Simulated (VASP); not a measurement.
Method: LDA (Ceperley-Alder, Perdew-Zunger), VASP's LDA PAW potentials (set 64) (plane waves; VASP).

The input files of a VASP run:

File POSCAR:
```
FeAl
1.0
  2.7391057136   0.0000000000   0.0000000000
  0.0000000000   2.7391057136   0.0000000000
  0.0000000000   0.0000000000   2.7391057136
Al Fe
1 1
Cart
  1.3695528568   1.3695528568   1.3695528568
  0.0000000000   0.0000000000   0.0000000000
```

### KPOINTS
```
Automatic mesh
0
Gamma
13 13 13
0 0 0
```

### INCAR
```
# general
SYSTEM  = FeAl
PREC    = Accurate
ENCUT   = 500
LREAL   = .FALSE.
LASPH   = .TRUE.

# electronic loop
EDIFF   = 1E-6
NELM    = 100
ALGO    = Normal
LMAXMIX = 4

# smearing
ISMEAR  = 1
SIGMA   = 0.1

# ions
IBRION  = 2
NSW     = 40
ISIF    = 3
EDIFFG  = -0.02
PSTRESS = 200

# output
LWAVE   = .FALSE.
LCHARG  = .FALSE.
```

POTCAR, in this order: Al Fe (LDA.64 set). Program: vasp_std.

The run wrote:

File OUTCAR:
```
 ion  position               nearest neighbor table
   1  0.500  0.500  0.500-   2 2.37   2 2.37   2 2.37   2 2.37   2 2.37   2 2.37   2 2.37   2 2.37
  LATTYP: Found a simple cubic cell.
 ALAT       =     2.7391057136
 Subroutine PRICEL returns:
 Original cell was already a primitive cell.
 Subroutine GETGRP returns: Found 48 space group operations
The static configuration has the point symmetry O_h .
The dynamic configuration has the point symmetry O_h .
 Subroutine INISYM returns: Found 48 space group operations
 Subroutine IBZKPT returns following result:
 Found     84 irreducible k-points:

 Following reciprocal coordinates:
            Coordinates               Weight
  0.000000  0.000000  0.000000      1.000000
  0.076923  0.000000  0.000000      6.000000
  0.153846  0.000000  0.000000      6.000000
  0.230769  0.000000  0.000000      6.000000
  0.307692  0.000000  0.000000      6.000000
  0.384615  0.000000  0.000000      6.000000
  0.461538  0.000000  0.000000      6.000000
  0.076923  0.076923  0.000000     12.000000
  0.153846  0.076923  0.000000     24.000000
  0.230769  0.076923  0.000000     24.000000
...
```

OSZICAR:
```
       N       E                     dE             d eps       ncg     rms          rms(c)
DAV:   1     0.303906140985E+02    0.30391E+02   -0.50656E+03  1544   0.125E+03
DAV:   2    -0.148990962219E+02   -0.45290E+02   -0.43327E+02  1520   0.182E+02
DAV:   3    -0.160807585185E+02   -0.11817E+01   -0.11574E+01  1832   0.417E+01
DAV:   4    -0.161006272230E+02   -0.19869E-01   -0.19813E-01  1953   0.465E+00
DAV:   5    -0.161009797367E+02   -0.35251E-03   -0.35250E-03  1909   0.536E-01    0.152E+01
DAV:   6    -0.169417506052E+02   -0.84077E+00   -0.56751E+01  1707   0.133E+02    0.140E+01
DAV:   7    -0.142817358641E+02    0.26600E+01   -0.25620E+01  1728   0.811E+01    0.260E+00
DAV:   8    -0.142241706138E+02    0.57565E-01   -0.21809E-01  1887   0.685E+00    0.118E+00
DAV:   9    -0.142079606769E+02    0.16210E-01   -0.30477E-02  2028   0.257E+00    0.282E-01
DAV:  10    -0.142077202972E+02    0.24038E-03   -0.48858E-04  1906   0.355E-01    0.169E-01
DAV:  11    -0.142076919239E+02    0.28373E-04   -0.27000E-05  1653   0.492E-02    0.114E-02
DAV:  12    -0.142076917209E+02    0.20300E-06   -0.71925E-07  1069   0.131E-02
   1 F= -.11642347E+02 E0= -.11642300E+02  d E =-.116423E+02
```

OUTCAR:
```
------------------------ aborting loop because EDIFF is reached ----------------------------------------
  FORCE on cell =-STRESS in cart. coord.  units (eV):
  Direction    XX          YY          ZZ          XY          YZ          ZX
  --------------------------------------------------------------------------------------
  Total        2.5537950      2.5537950      2.5537950     -0.0000000     -0.0000000      0.0000000
  in kB      199.0995317    199.0995317    199.0995317     -0.0000000     -0.0000000      0.0000000
  external PRESSURE =      -0.9004683 kB  Pullay stress =     200.0000000 kB
  volume of cell :       20.55
      direct lattice vectors                 reciprocal lattice vectors
     2.739105714  0.000000000  0.000000000     0.365082660  0.000000000  0.000000000
     0.000000000  2.739105714  0.000000000     0.000000000  0.365082660  0.000000000
     0.000000000  0.000000000  2.739105714     0.000000000  0.000000000  0.365082660
 POSITION                                       TOTAL-FORCE (eV/Angst)
 -----------------------------------------------------------------------------------
      1.36955      1.36955      1.36955         0.000000      0.000000      0.000000
      0.00000      0.00000      0.00000         0.000000      0.000000      0.000000
 -----------------------------------------------------------------------------------
    total drift:                               -0.000000      0.000000     -0.000000
  FREE ENERGIE OF THE ION-ELECTRON SYSTEM (eV)
  ---------------------------------------------------
  free  energy   TOTEN  =       -14.2076917209 eV

  energy  without entropy=      -14.2075514190  energy(sigma->0) =      -14.20764495
  enthalpy is  TOTEN    =       -11.6423466302 eV   P V=        2.5653450907

 reached required accuracy - stopping structural energy minimisation
```
(Selected blocks of OUTCAR.)

The compound is FeAl in the CsCl type structure. It was relaxed first under an external pressure of 20 GPa. The run is not spin-polarised, so no magnetic state was tried. The electron count is odd and the run is not spin-polarised, which forces a metal.
